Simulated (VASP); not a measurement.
Level of theory: LDA (Ceperley-Alder, Perdew-Zunger), VASP's LDA PAW potentials (set 64) (plane waves; VASP).

Input for VASP

### POSCAR
```
Cs
1
   -2.8776245759     2.8776245759     2.8776245759
    2.8776245759    -2.8776245759     2.8776245759
    2.8776245759     2.8776245759    -2.8776245759
Cs
1
Direct
  0.0000000000   0.0000000000   0.0000000000
```

**INCAR**
```
! general
SYSTEM =Cs
PREC   =Accurate
ENCUT  =400
LREAL  =.False.
LASPH  =.True.   ! aspherical one-centre terms

! electronic loop
EDIFF  =1E-7   ! SCF stop (eV)
NELM   =100
ALGO   =Normal   ! blocked Davidson
LMAXMIX=4   ! l cut-off of mixed one-centre charges

! smearing
ISMEAR =-5   ! tetrahedra, Bloechl

! ions
ISIF   =2   ! forces and stress, cell fixed

! output
LWAVE  =.False.
LCHARG =.True.
LORBIT =11   ! lm-projected
NEDOS  =601   ! DOS grid
```

**KPOINTS**
```
Automatic
0
gamma
  10 10 10
```

POTCAR, in this order: Cs_sv (LDA.64 set). Program: vasp_std.

The resulting files:

**OSZICAR**
```
       N       E                     dE             d eps       ncg     rms          rms(c)
DAV:   1     0.453647990282E+02    0.45365E+02   -0.27218E+03   752   0.662E+02
DAV:   2     0.242893724006E+01   -0.42936E+02   -0.42540E+02   928   0.120E+02
DAV:   3    -0.960519121593E+00   -0.33895E+01   -0.33882E+01   808   0.399E+01
DAV:   4    -0.995787326810E+00   -0.35268E-01   -0.35262E-01  1384   0.495E+00
DAV:   5    -0.995805087088E+00   -0.17760E-04   -0.17651E-04   896   0.716E-02    0.151E-01
DAV:   6    -0.994193334584E+00    0.16118E-02   -0.23056E-03  1192   0.262E-01    0.869E-02
DAV:   7    -0.993647063898E+00    0.54627E-03   -0.30273E-03   936   0.299E-01    0.383E-02
DAV:   8    -0.993671603927E+00   -0.24540E-04   -0.56910E-05  1272   0.651E-02    0.367E-03
DAV:   9    -0.993672467537E+00   -0.86361E-06   -0.62102E-07  1120   0.432E-03    0.201E-03
DAV:  10    -0.993672679704E+00   -0.21217E-06   -0.28711E-07  1152   0.295E-03    0.286E-04
DAV:  11    -0.993672684204E+00   -0.45005E-08   -0.35972E-09   696   0.394E-04
   1 F= -.99367268E+00 E0= -.99367268E+00  d E =0.000000E+00
```

**OUTCAR**
```
------------------------ aborting loop because EDIFF is reached ----------------------------------------
  FORCE on cell =-STRESS in cart. coord.  units (eV):
  Direction    XX          YY          ZZ          XY          YZ          ZX
  --------------------------------------------------------------------------------------
  Total        0.0013084      0.0013084      0.0013084     -0.0000000     -0.0000000     -0.0000000
  in kB        0.0219927      0.0219927      0.0219927     -0.0000000     -0.0000000     -0.0000000
  external PRESSURE =       0.0219927 kB  Pullay stress =       0.0000000 kB
  volume of cell :       95.32
      direct lattice vectors                 reciprocal lattice vectors
    -2.877624576  2.877624576  2.877624576     0.000000000  0.173754424  0.173754424
     2.877624576 -2.877624576  2.877624576     0.173754424  0.000000000  0.173754424
     2.877624576  2.877624576 -2.877624576     0.173754424  0.173754424  0.000000000
 POSITION                                       TOTAL-FORCE (eV/Angst)
 -----------------------------------------------------------------------------------
      0.00000      0.00000      0.00000         0.000000      0.000000      0.000000
 -----------------------------------------------------------------------------------
    total drift:                               -0.000000      0.000000      0.000000
  FREE ENERGIE OF THE ION-ELECTRON SYSTEM (eV)
  ---------------------------------------------------
  free  energy   TOTEN  =        -0.9936726842 eV

  energy  without entropy=       -0.9936726842  energy(sigma->0) =       -0.99367268

 total charge

# of ion       s       p       d       tot
------------------------------------------
    1        1.865   4.654   0.015   6.534
```
(Selected blocks of OUTCAR.)

### OUTCAR
```
 val. band max:        0.7603998136   @ k =   0.4000   0.1000   0.0000

 cond. band min:       0.8191372906   @ k =  -0.3000   0.3000   0.3000


 Fermi energy:         0.7935483763

 k-point     1 :       0.0000    0.0000    0.0000
  band No.  band energies     occupation
      1     -22.9325      2.00000
      2      -9.6252      2.00000
      3      -9.6252      2.00000
      4      -9.6252      2.00000
      5      -1.0847      2.00000
      6       3.3219      0.00000
      7       3.3219      0.00000
      8       3.3219      0.00000

 k-point     2 :       0.1000    0.0000    0.0000
  band No.  band energies     occupation
      1     -22.9309      2.00000
      2      -9.6519      2.00000
      3      -9.6335      2.00000
      4      -9.6254      2.00000
      5      -0.9489      2.00000
      6       3.1870      0.00000
      7       3.2124      0.00000
      8       3.4598      0.00000

 k-point     3 :       0.2000    0.0000    0.0000
  band No.  band energies     occupation
      1     -22.9268      2.00000
      2      -9.7200      2.00000
      3      -9.6549      2.00000
      4      -9.6257      2.00000
      5      -0.5686      2.00000
      6       2.8013      0.00000
      7       2.8972      0.00000
      8       3.8662      0.00000

 k-point     4 :       0.3000    0.0000    0.0000
  band No.  band energies     occupation
      1     -22.9217      2.00000
      2      -9.8011      2.00000
      3      -9.6811      2.00000
      4      -9.6262      2.00000
      5      -0.0307      2.00000
      6       2.3367      0.00000
      7       2.6150      0.00000
      8       4.2672      0.00000

 k-point     5 :       0.4000    0.0000    0.0000
  band No.  band energies     occupation
      1     -22.9175      2.00000
      2      -9.8644      2.00000
      3      -9.7020      2.00000
      4      -9.6266      2.00000
      5       0.4894      2.08651
      6       2.0484      0.00000
      7       2.4242      0.00000
...
```

For a metal the tetrahedron method with Blöchl corrections gives inexact stress and forces. Unless said otherwise, spin-orbit coupling is left out, though it shifts the bands of the heavy elements here.

The compound is Cs in the bcc structure. It was relaxed first, which changed the volume by -16 %.
